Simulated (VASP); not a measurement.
Method: LDA (Ceperley-Alder, Perdew-Zunger), VASP's LDA PAW potentials (set 64) (plane waves; VASP).

A VASP calculation is set up with these files.

### POSCAR
```
CoSi2
1
    0.0000000000     2.6264000000     2.6264000000
    2.6264000000     0.0000000000     2.6264000000
    2.6264000000     2.6264000000     0.0000000000
Co Si
1 2
Direct
 -0.0056670000   0.0082000000  -0.0017540000
  0.2388090000   0.2334040000   0.2703990000
  0.7668570000   0.7583960000   0.7313550000
```

### KPOINTS
```
Automatic mesh
0
Gamma
6 6 6
0 0 0
```

INCAR:
```
# general
SYSTEM  = CoSi2
PREC    = Accurate
ENCUT   = 300
LREAL   = F
LASPH   = T   # aspherical one-centre terms

# electronic loop
EDIFF   = 1E-6   # SCF stop (eV)
NELM    = 100
ALGO    = Normal   # blocked Davidson
LMAXMIX = 4

# smearing
ISMEAR  = 0
SIGMA   = 0.1

# ions
ISIF    = 2

# output
LWAVE   = F
LCHARG  = F
```

POTCAR, in this order: Co Si (LDA.64 set). Program: vasp_std.

The run wrote:

**OSZICAR**
```
       N       E                     dE             d eps       ncg     rms          rms(c)
DAV:   1     0.495816463236E+02    0.49582E+02   -0.50178E+03  2752   0.868E+02
DAV:   2    -0.202068901028E+02   -0.69789E+02   -0.65132E+02  2712   0.214E+02
DAV:   3    -0.231605400858E+02   -0.29536E+01   -0.28541E+01  3404   0.497E+01
DAV:   4    -0.232269464072E+02   -0.66406E-01   -0.66084E-01  3156   0.744E+00
DAV:   5    -0.232287704569E+02   -0.18240E-02   -0.18236E-02  3468   0.124E+00    0.148E+01
DAV:   6    -0.256649521451E+02   -0.24362E+01   -0.31506E+01  3204   0.119E+02    0.152E+01
DAV:   7    -0.218876197694E+02    0.37773E+01   -0.13834E+01  3472   0.941E+01    0.421E+00
DAV:   8    -0.218614096597E+02    0.26210E-01   -0.83085E-01  3148   0.673E+00    0.179E+00
DAV:   9    -0.218281093732E+02    0.33300E-01   -0.11148E-01  3492   0.702E+00    0.429E-01
DAV:  10    -0.218277275061E+02    0.38187E-03   -0.62533E-03  3328   0.957E-01    0.117E-01
DAV:  11    -0.218276352558E+02    0.92250E-04   -0.62889E-04  3768   0.494E-01    0.435E-02
DAV:  12    -0.218276303100E+02    0.49458E-05   -0.37729E-05  4036   0.923E-02    0.657E-03
DAV:  13    -0.218276304266E+02   -0.11663E-06   -0.13092E-06  2232   0.152E-02
   1 F= -.21827630E+02 E0= -.21824895E+02  d E =-.547091E-02
```

File OUTCAR:
```
------------------------ aborting loop because EDIFF is reached ----------------------------------------
  FORCE on cell =-STRESS in cart. coord.  units (eV):
  Direction    XX          YY          ZZ          XY          YZ          ZX
  --------------------------------------------------------------------------------------
  Total        0.7592937      0.7555626      0.9500089      1.3983438     -0.4242713     -0.3261683
  in kB       33.5743614     33.4093790     42.0073843     61.8318072    -18.7603785    -14.4224723
  external PRESSURE =      36.3303749 kB  Pullay stress =       0.0000000 kB
  volume of cell :       36.23
      direct lattice vectors                 reciprocal lattice vectors
     0.000000000  2.626400000  2.626400000    -0.190374657  0.190374657  0.190374657
     2.626400000  0.000000000  2.626400000     0.190374657 -0.190374657  0.190374657
     2.626400000  2.626400000  0.000000000     0.190374657  0.190374657 -0.190374657
 POSITION                                       TOTAL-FORCE (eV/Angst)
 -----------------------------------------------------------------------------------
      2.64333      5.23331      2.63305        -0.243635      0.327739     -0.143065
      1.32319      1.33738      1.24022        -0.163503     -0.396911      0.988675
      3.91268      3.93490      4.00592         0.407137      0.069172     -0.845610
 -----------------------------------------------------------------------------------
    total drift:                                0.000056     -0.000046     -0.000006
  FREE ENERGIE OF THE ION-ELECTRON SYSTEM (eV)
  ---------------------------------------------------
  free  energy   TOTEN  =       -21.8276304266 eV

  energy  without entropy=      -21.8221595201  energy(sigma->0) =      -21.82489497
```
(Selected blocks of OUTCAR.)

At this cut-off the stress carries a Pulay error, which pulls relaxed volumes low.

The structure is a typed CoSi2 crystal. The cell was not relaxed at this level, atoms are displaced from their ideal sites, and its volume differs by -5.9 % from the start's. The k-mesh is coarse (spacing up to 0.35 per Å, 2π included), so the numbers may not be converged in it. The run is not spin-polarised, so no magnetic state was tried. The electron count is odd and the run is not spin-polarised, which forces a metal.
